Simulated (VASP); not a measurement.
Input for VASP

INCAR:
```
ALGO = Normal
EDIFF = 1E-6
ENCUT = 400
GGA = PE
ISIF = 2
ISMEAR = -1
LASPH = .TRUE.
LCHARG = .FALSE.
LREAL = .FALSE.
LWAVE = .FALSE.
NELM = 100
PREC = Accurate
SIGMA = 0.01
SYSTEM = SiO2
```

KPOINTS:
```
K-points
0
Gamma
4 4 6
0 0 0
```

### POSCAR
```
SiO2
1
    4.1800000000     0.0000000000     0.0000000000
    0.0000000000     4.1800000000     0.0000000000
    0.0000000000     0.0000000000     2.6700000000
Si O
2 4
Direct
  0.0000000000   0.0000000000   0.0000000000
  0.5000000000   0.5000000000   0.5000000000
  0.3060000000   0.3060000000   0.0000000000
  0.8060000000   0.1940000000   0.5000000000
  0.1940000000   0.8060000000   0.5000000000
  0.6940000000   0.6940000000   0.0000000000
```

POTCAR, in this order: Si O (PBE.64 set). Program: vasp_std.

Question: Write an equivalent input for Quantum ESPRESSO's pw.x.

Answer: One equivalent input (not run):
```
&CONTROL
  calculation = 'scf'
  pseudo_dir = './pseudo'
  outdir = './out'
  tprnfor = .true.
  tstress = .true.
/
&SYSTEM
  ibrav = 0
  nat = 6
  ntyp = 2
  ecutwfc = 84
  occupations = 'smearing'
  smearing = 'fermi-dirac'
  degauss = 0.000735
  input_dft = 'pbe'
/
&ELECTRONS
  conv_thr = 7.3e-08
  electron_maxstep = 100
/
ATOMIC_SPECIES
  Si 28.085 Si.upf
  O 15.999 O.upf
CELL_PARAMETERS angstrom
     4.1800000    0.0000000    0.0000000
     0.0000000    4.1800000    0.0000000
     0.0000000    0.0000000    2.6700000
ATOMIC_POSITIONS crystal
  Si   0.0000000  0.0000000  0.0000000
  Si   0.5000000  0.5000000  0.5000000
  O    0.3060000  0.3060000  0.0000000
  O    0.8060000  0.1940000  0.5000000
  O    0.1940000  0.8060000  0.5000000
  O    0.6940000  0.6940000  0.0000000
K_POINTS automatic
  4 4 6 0 0 0
```
What does not carry over: the potentials are each code's own (VASP's PAW set, PseudoDojo norm-conserving files in pw.x), so ENCUT and ecutwfc are chosen apart and not converted; conv_thr bounds pw.x's estimated SCF error, while EDIFF bounds the energy change between steps.

The structure is a typed SiO2 crystal. The cell was not relaxed at this level.
